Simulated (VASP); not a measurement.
Input:

```
CELL_PARAMETERS angstrom
      0.00000     2.79853     2.79853
      2.79853     0.00000     2.79853
      2.79853     2.79853     0.00000
ATOMIC_POSITIONS crystal
  Ag 0.00000 0.00000 0.00000
  Cl 0.50000 0.50000 0.50000
```

Calculation: PBE GGA, VASP's PBE PAW potentials (set 64) (plane waves; VASP 6.6.1). Settings: 400 eV cut-off, 15×15×15 Γ-centred mesh, Gaussian smearing of 0.010 eV, potentials Ag Cl.

**Question.** Give the electronic dielectric tensor ε∞ (DFPT, local fields included).

**Answer.** 
```
4.96  0.00  0.00
0.00  4.96  0.00
0.00  0.00  4.96
```

**Question.** Give the Born effective charges.

**Answer.** 
```json
[
 {"atom": "Ag1", "Z*xx": "1.45", "Z*yy": "1.45", "Z*zz": "1.45", "mean": "1.45"},
 {"atom": "Cl2", "Z*xx": "-1.45", "Z*yy": "-1.45", "Z*zz": "-1.45", "mean": "-1.45"}
]
```

**Question.** And the static tensor with the ions free?

**Answer.** 
```
14.8  0.00  0.00
0.00  14.8  0.00
0.00  0.00  14.8
```

**Question.** Which frequencies do the optical Γ-point modes have (no LO-TO splitting)?

**Answer.** 94 (×3) cm⁻¹.

The compound is AgCl in the rock salt structure. It was relaxed first.
